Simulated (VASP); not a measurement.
Calculation: PBEsol GGA, VASP's PBE PAW potentials (set 64) (plane waves; VASP 6.6.1).

Input for VASP

**KPOINTS**
```
kpoints
0
G
  13 13 13
0 0 0
```

### INCAR
```
SYSTEM = Sc
PREC = Accurate
ENCUT = 400
EDIFF = 1E-6
NELM = 100
ALGO = Normal
LREAL = .FALSE.
LASPH = .TRUE.
ISMEAR = 1
SIGMA = 0.1
GGA = PS
LMAXMIX = 4
LWAVE = .FALSE.
LCHARG = .FALSE.
IBRION = 2
ISIF = 3
NSW = 60
EDIFFG = -0.01
```

**POSCAR**
```
Sc
1
   -1.8133050131     1.8133050131     1.8133050131
    1.8133050131    -1.8133050131     1.8133050131
    1.8133050131     1.8133050131    -1.8133050131
Sc
1
Direct
  0.0000000000   0.0000000000   0.0000000000
```

POTCAR, in this order: Sc_sv (PBE.64 set). Program: vasp_std.

Q: Predict the energy per atom (σ→0), band gap (on the k-mesh).

A: 
The energy per atom (σ→0) is -6.494 eV/atom and the band gap (on the k-mesh) comes out as none (metal, semimetal or under 0.01 eV).

**OSZICAR**
```
...
DAV:   5    -0.731021353248E+01   -0.64375E-04   -0.64342E-04  2415   0.264E-01    0.576E+00
DAV:   6    -0.658857113404E+01    0.72164E+00   -0.16044E+00  2278   0.195E+01    0.170E+00
DAV:   7    -0.649994968824E+01    0.88621E-01   -0.38498E-01  2336   0.815E+00    0.611E-01
DAV:   8    -0.649428872351E+01    0.56610E-02   -0.21707E-02  1804   0.262E+00    0.197E-01
DAV:   9    -0.649346714516E+01    0.82158E-03   -0.47802E-03  2341   0.101E+00    0.221E-02
DAV:  10    -0.649347341053E+01   -0.62654E-05   -0.41120E-05  2303   0.870E-02    0.452E-03
DAV:  11    -0.649347289863E+01    0.51190E-06   -0.19849E-06  1811   0.229E-02
   1 F= -.64934729E+01 E0= -.64937984E+01  d E =-.649347E+01
```

The structure was generated: Sc was put into the bcc type (Im-3m), which need not be its known phase. It was relaxed first. The start is the result of an earlier pass.
